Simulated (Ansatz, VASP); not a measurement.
## ScPt: VASP beside Ansatz

File INCAR:

```
PREC = Accurate
ENCUT = 600
EDIFF = 1E-6
ISMEAR = 0
SIGMA = 0.1
LREAL = F
LASPH = T
NELM = 100
ALGO = Normal
ISIF = 3
LWAVE = F
LCHARG = F
IBRION = 2
NSW = 100
EDIFFG = -0.005
```

The input KPOINTS:

```
regular mesh
0
Gamma
  14 14 14
```

File POSCAR:

```
ScPt
1.0
    3.2700000000      0.0000000000      0.0000000000
    0.0000000000      3.2700000000      0.0000000000
    0.0000000000      0.0000000000      3.2700000000
Sc Pt
1 1
Direct
    0.5000000000      0.5000000000      0.5000000000
    0.0000000000      0.0000000000      0.0000000000
```

Input for Ansatz:

```yaml
crystal:
  lattice:
    - [3.27, 0.0, 0.0]
    - [0.0, 3.27, 0.0]
    - [0.0, 0.0, 3.27]
  atoms:
    - { symbol: Sc, position: [0.5, 0.5, 0.5] }
    - { symbol: Pt, position: [0.0, 0.0, 0.0] }
basis:
  ecutwfc: 420
kpoints:
  mp_grid: { grid: [14, 14, 14] }
hamiltonian:
  xc: lda
scf:
  occupations: { method: gaussian, width: 0.1 }
output:
  forces: true
  stress: true
  eigenvalues: true
relax:
  adjacent_minimum: "off"
  f_tol: 0.005
  max_steps: 80
  cell: { stress_tol: 0.05 }
```

Alike in both runs: task relaxation of cell and atoms; functional LDA; k mesh 14 × 14 × 14; occupations gaussian, width 0.1 eV; no spin polarisation.

|  | VASP | Ansatz |
| --- | --- | --- |
| version | VASP 6.6.1 | Ansatz 0.2.0 |
| potentials or method | VASP PAW LDA potentials, release 64 (Sc_sv, Pt) | scalar-relativistic, plane waves, PAW |
| plane-wave cutoff (eV) | 600 | 420 |
| valence electrons in the cell | 21 | 29 |

|  | VASP | Ansatz | Ansatz less VASP |
| --- | --- | --- | --- |
| gap on the k mesh at the Fermi level, each at its own relaxed structure (eV) | none | none | - |
| relaxed volume (Å³/atom) | 16.93 | 16.83 | -0.093 |
| relaxed cell length with the largest relative difference (Å) | 3.235 | 3.229 | -0.0059 |
| energy change over the relaxation (meV/atom) | -9 | -12 | -2.8 |

A gap of «none» marks a metal or a gap that the smearing closes. The two sets of potentials don't hold the same shells in valence.

Spin-orbit coupling is left out, which matters for the levels of Pt. LDA usually gives volumes a few per cent too small. Zero-point motion and thermal expansion aren't in these numbers.
